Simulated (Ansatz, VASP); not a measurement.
**Cross-check of SrAlH3 between VASP and Ansatz**

Aim: how closely do two programs agree when they are given the same cell, functional and k mesh? The cell is taken from a series of runs on this material, whose earlier steps may have relaxed, scaled, displaced or heated it; both programs get it as it stands.

Main program and level: Ansatz 0.2.0; plane waves, with VASP 6.6.1 beside it; zone-centre phonons at PBEsol.

### 1. Starting point

It takes space group Pmma (No. 51, orthorhombic). The conventional cell has a = 5.057 Å, b = 3.633 Å, c = 8.304 Å, α = 90.00°, β = 90.00°, γ = 90.00°. Nearest to Sr lie 4 H at 2.19 to 2.30 Å. Nearest to Al lie 1 H at 1.71 Å. Nearest to H lie 1 Al at 1.71 Å and 2 Sr at 2.30 Å. H has 2 Sr at 2.19 Å nearest. Nearest to H lie 4 Al at 2.34 Å and 4 H at 2.41 Å. Farther neighbours are not listed.

### 2. Ansatz: zone-centre phonons, PBEsol

Ansatz runs on its PAW soft_1 files.

Second derivatives magnify differences that forces hide, and they need a tight electronic threshold.

File input.yaml:

```yaml
crystal:
  lattice:
    - [5.0572830876, 0.0, 0.0]
    - [0.0, 3.6333969242, 0.0]
    - [0.0, 0.0, 8.30422784]
  atoms:
    - { symbol: Sr, position: [0.25, 0.5, 0.7853444882] }
    - { symbol: Sr, position: [0.75, 0.5, 0.2146555118] }
    - { symbol: Al, position: [0.25, 0.0, 0.4086853625] }
    - { symbol: Al, position: [0.75, 0.0, 0.5913146375] }
    - { symbol: H, position: [0.25, 0.0, 0.6146414015] }
    - { symbol: H, position: [0.75, 0.0, 0.3853585985] }
    - { symbol: H, position: [0.5, 0.5, 0.0] }
    - { symbol: H, position: [0.0, 0.5, 0.5] }
    - { symbol: H, position: [0.0, 0.5, 0.0] }
    - { symbol: H, position: [0.5, 0.5, 0.5] }
kpoints:
  mp_grid: { grid: [8, 10, 4] }
hamiltonian:
  xc: pbesol
  pseudopotentials: { kind: paw, azcp: { folder: soft_1 }, xc_functional: pbe }
scf:
  occupations: { method: methfessel_paxton, width: 0.2 }
output:
  eigenvalues: true
phonons:
  method: dfpt
```

Command:

```console
ansatz run input.yaml --threads 4 --pin off --max-ram 10240MiB --backend cpu --events-out ev --progress --plain --runs-dir out
```

Numbers of over 12 decimals in the logs are rounded to 6 here.

What it wrote:

```text
zone centre: on kpoints.mp_grid the ground state, and the responses unless they are solved on pairs of k-points, stand on 108 of the mesh's 320 k-points, reduced under 2 symmetry operations, with k and −k counted as one. Each operation leaves every solved displacement unchanged or reverses it
Engine: ansatz 0.2.0, aarch64-unknown-linux-gnu
Pseudopotentials: kind: paw
Pseudopotential: Sr, paw, valence charge 10, recommended cutoff 420 eV (normal), soft_1/Sr.paw.azcp
Pseudopotential: Al, paw, valence charge 3, recommended cutoff 420 eV (normal), soft_1/Al.paw.azcp
Pseudopotential: H, paw, valence charge 1, recommended cutoff 420 eV (normal), soft_1/H.paw.azcp
Functional definition: PBEsol
  exchange = pbesol_x
  correlation = pbesol_c
Crystal: 10 atoms, lattice volume = 152.591 Å³
Basis set: ecut = 420 eV, 2979 PW (Γ), exchange–correlation on 72×50×120 points (8 copies of the dense FFT grid, shifted against one another)
Bands: 26, of which v1, the nominal top of the filled ones, is band 16 counted from 1 (15 counted from 0)
Symmetry: 8 space group operations
k-points: 108 of 320 (irreducible under 2 space group operations, time reversal used)
Non-local potential: Sr, projectors of the file, l = 0: 3, l = 1: 2, l = 2: 2
Non-local potential: Al, projectors of the file, l = 0: 2, l = 1: 2, l = 2: 1
Non-local potential: H, projectors of the file, l = 0: 2, l = 1: 1
PAW form: soft (Blöchl's): semilocal exchange-correlation on the pseudo side does not see the compensation charge
PAW frozen core: Sr, regenerated for the run's functional, and the local potential with it (the file was generated under x = pbe(κ = 0.804, μ = 0.219515), c = pbe(β = 0.066725))
PAW frozen core: Al, regenerated for the run's functional, and the local potential with it (the file was generated under x = pbe(κ = 0.804, μ = 0.219515), c = pbe(β = 0.066725))
PAW one-centre angular grid: Sr, 110 points (default); XC on 64 Gauss nodes
PAW one-centre angular grid: Al, 110 points (default); XC on 64 Gauss nodes
PAW one-centre angular grid: H, 110 points (default); XC on 64 Gauss nodes
Initial density: superposition of atomic densities (chi_scale 0.1, normalization cell, long waves kept (reshape's long-wave potential 0.26 eV rms))
Initial wavefunctions: pseudopotential atomic-orbital guess
Functional: x = pbesol(κ = 0.804, μ = 0.123457), c = pbesol(β = 0.046)
SCF iter   1: F=—  HF=-8128.972143 eV  |F-HF|=—  |Δ(HF+E_count)|=         —  Δρ=5.37e-2  dr2=6.78e0  ethr=3.10e-3  ⟨swp⟩=10.1  Hψ=20277  notcnv=0
preconditioner: auto → Kerker (q_TF=auto, 2.103 Å⁻¹)  [metal: Δε(μ)=0.059 eV  Ē_g=7.224 eV  σ=0.200 eV  W_gap=0.24  n_scr=20 (ndim 8)  ℏωp=12.0 eV  f_vac=0.000  D(μ)=1.03/eV (n_scr^D=2)]
SCF iter   2: F=—  HF=-8127.487776 eV  |F-HF|=—  |Δ(HF+E_count)|=    1.48e0  S|Δr|=    0.00e0  Δρ=2.85e-2  dr2=2.73e0  ethr=3.10e-3  ⟨swp⟩=2.1  Hψ=5038  notcnv=0  defer=432
SCF iter   3: F=—  HF=-8126.641813 eV  |F-HF|=—  |Δ(HF+E_count)|=   8.46e-1  S|Δr|=    0.00e0  Δρ=7.21e-3  dr2=1.54e-1  ethr=3.10e-3  ⟨swp⟩=3.0  Hψ=4818  notcnv=0  defer=438
SCF iter   4: F=—  HF=-8126.636027 eV  |F-HF|=—  |Δ(HF+E_count)|=   5.79e-3  S|Δr|=    0.00e0  Δρ=1.50e-3  dr2=1.36e-2  ethr=4.81e-4  ⟨swp⟩=1.5  Hψ=3635  notcnv=0  defer=424
SCF iter   5: F=—  HF=-8126.636645 eV  |F-HF|=—  |Δ(HF+E_count)|=   6.18e-4  S|Δr|=    0.00e0  Δρ=1.12e-3  dr2=3.94e-3  ethr=4.27e-5  ⟨swp⟩=2.7  Hψ=3779  notcnv=0  defer=424
SCF iter   6: F=—  HF=-8126.636580 eV  |F-HF|=—  |Δ(HF+E_count)|=   6.51e-5  S|Δr|=    0.00e0  Δρ=3.54e-4  dr2=8.59e-4  ethr=1.23e-5  ⟨swp⟩=2.0  Hψ=2826  notcnv=0  defer=424
SCF iter   7: F=—  HF=-8126.636587 eV  |F-HF|=—  |Δ(HF+E_count)|=   7.34e-6  S|Δr|=    0.00e0  Δρ=2.58e-4  dr2=5.45e-4  ethr=2.68e-6  ⟨swp⟩=1.0  Hψ=2376  notcnv=0  defer=424
SCF iter   8: F=—  HF=-8126.636535 eV  |F-HF|=—  |Δ(HF+E_count)|=   5.25e-5  S|Δr|=    0.00e0  Δρ=1.03e-4  dr2=8.55e-5  ethr=1.70e-6  ⟨swp⟩=1.0  Hψ=2378  notcnv=0  defer=424
SCF iter   9: F=—  HF=-8126.636526 eV  |F-HF|=—  |Δ(HF+E_count)|=   8.70e-6  S|Δr|=    0.00e0  Δρ=1.53e-5  dr2=7.96e-7  ethr=2.67e-7  ⟨swp⟩=1.7  Hψ=2572  notcnv=0  defer=424
SCF iter  10: F=—  HF=-8126.636523 eV  |F-HF|=—  |Δ(HF+E_count)|=   3.03e-6  S|Δr|=    0.00e0  Δρ=6.15e-6  dr2=1.56e-7  ethr=2.49e-9  ⟨swp⟩=2.3  Hψ=4372  notcnv=0  defer=426
SCF iter  11: F=—  HF=-8126.636523 eV  |F-HF|=—  |Δ(HF+E_count)|=   6.57e-9  S|Δr|=    0.00e0  Δρ=1.97e-6  dr2=7.86e-9  ethr=4.87e-10  ⟨swp⟩=2.7  Hψ=3550  notcnv=0  defer=426
SCF iter  12: F=—  HF=-8126.636523 eV  |F-HF|=—  |Δ(HF+E_count)|=  5.01e-10  S|Δr|=    0.00e0  Δρ=5.57e-7  dr2=8.70e-10  ethr=2.46e-11  ⟨swp⟩=2.7  Hψ=4437  notcnv=0  defer=426
SCF iter  13: F=—  HF=-8126.636523 eV  |F-HF|=—  |Δ(HF+E_count)|=  6.46e-11  S|Δr|=    0.00e0  Δρ=1.43e-7  dr2=8.03e-11  ethr=2.72e-12  ⟨swp⟩=3.0  Hψ=4043  notcnv=0  defer=426
SCF iter  14: F=-8126.636523 eV  HF=-8126.636523 eV  |F-HF|=9.09e-13  |Δ(HF+E_count)|=  3.37e-11  S|Δr|=    0.00e0  Δρ=4.53e-8  dr2=7.47e-12  ethr=1.00e-12  ⟨swp⟩=16.2  Hψ=20009  notcnv=0
SCF 1 converged in 14 iterations: F = -8126.636523 eV  dr2 = 7.47e-12
  greatest PAW one-centre occupation: 0.986 electrons in one spin orbital (limit 2), on the Sr atom at site 1 (counted from 0), in its partial waves of l = 0
DFPT response loops at Γ: preconditioner auto → Kerker (q_TF=auto, 2.103 Å⁻¹) (partly filled bands, converged f_vac=0.000); β = 1.00, the filter's whole step (`scf.mixing.beta` (0.50) is not read by the response loops under this deck's `scf.mixing.preconditioner`; to damp them name `kerker` or `kerker_dos`, under which they read `scf.mixing.beta`, and type it under 1.00, their step now; both keys bind the ground state too); Broyden in place of MSR1
SCF converged after 14 iterations
Stability not checked: this state was not tested for a lower state beside it, because cold or Methfessel-Paxton smearing, or corrected tetrahedra, fill the levels in a way that the test cannot read (fill_not_monotonic; see scf.lower_state_search)
Free energy (F): -8126.636523 eV
Harris-Foulkes:  -8126.636523 eV  (|F-HF|=9.09e-13)
Internal energy: -8126.639402 eV  (E = F + TS)
E sigma→0 (E₀):  -8126.637243 eV
Entropy (-TS):   0.002879 eV (0.288 meV/atom)
Fermi energy:    4.375459 eV
Step filling:    the computed levels leave a gap of 0.0050 eV = 0.0 smearing widths at the electron count; against every level under it full and every level over it empty, smearing changes F+E_penalty+E_count by +0.387 meV and its σ→0 estimate by -0.333 meV
--- Per-component energies (eV) ---
  E_band       = -250.348908
  E_kinetic    = 587.333502
  E_local      = -1662.156952  (includes V_loc(G=0)·N_el)
  E_nonlocal   = 491.613548
  E_hartree    = 432.291348
  E_xc         = -472.657830
  E_vxc        = -435.091697  (∫ρ·V_xc dr)
  E_paw        = -6196.211662  (= ΣΔE_a)
  E_vpaw       = -96.624453  (= ΣTr[D̂ρ^β])
  E_aug_tail   = -0.005540  (compensation charges beyond the density's cutoff)
  E_ewald      = -1307.152790
  E_core_change = 0.306974  (= ΣΔE_core)
  E_smearing   = 0.002879  (= −TS)
  E_closure    = 0.000000  (closes the sum)
  Σ components = -8126.636523   (vs F -8126.636523, Δ=0.00e0)
--- Band table (eV; the first three rows and the last of 108) ---
  k-point 0: bands = [... 12 lower, 1.6515, 2.1332, 4.0011, 4.1774, 6.4279, 6.6923, 6.9068, 7.1067, ... 6 higher]
  k-point 1: bands = [... 12 lower, 2.0433, 2.1357, 3.8691, 3.9325, 6.5153, 6.6955, 6.7789, 7.1506, ... 6 higher]
  k-point 2: bands = [... 12 lower, 2.1367, 2.4693, 3.4870, 3.8675, 6.5995, 6.6830, 6.6988, 7.1094, ... 6 higher]
  k-point 107: bands = [... 12 lower, 2.4959, 2.4959, 3.4490, 3.4490, 6.7069, 6.7069, 6.7676, 6.7676, ... 6 higher]
--- Phonons (Γ-DFPT): 15 representative perturbations + reference, on 108 of 320 k-points (Σ response iterations 47) ---
  k mesh reduced under 2 symmetry operations, with k and −k counted as one. Each operation leaves every solved displacement unchanged or reverses it
  ASR residual: 4.086e-5 → 0.000e0 eV/Å²; symmetrization residual: 2.989e-7 eV/Å²
  ASR residual per site (eV/Å²): 2.09e-5 2.09e-5 4.09e-5 4.09e-5 1.35e-5 1.35e-5 7.92e-6 1.16e-5 7.92e-6 1.16e-5
  Γ frequencies (cm⁻¹): -711.85 -662.71 -590.49 -509.70 -420.45 -405.81 -131.13 0.00 0.00 0.00 67.70 93.63 95.78 135.40 182.78 217.36 243.25 253.55 295.19 320.05 502.40 597.29 811.07 845.60 1062.69 1096.74 1427.88 1456.49 1499.57 1543.17
  non-analytic LO–TO correction: not included (Born effective charges unavailable; polar crystals: no LO–TO splitting at Γ)
```

The column dr2 measures how far the density is from self-consistency, as an energy; F and HF (Harris–Foulkes) agree once it is small.

[end of part 1 of 3]

[Lines on the potential files, build, host, timing and source positions are cut from VASP's logs without a mark.]

[Logs are printed without paths, hosts, clocks, repeated set-up lines and the standing remarks that a program may print on its own settings, such as how far it seeks lower states.]

[Hosts, paths, dates, database ids (printed as entryN), source tags and the programs' standing remarks are cut or masked in the printed files.]
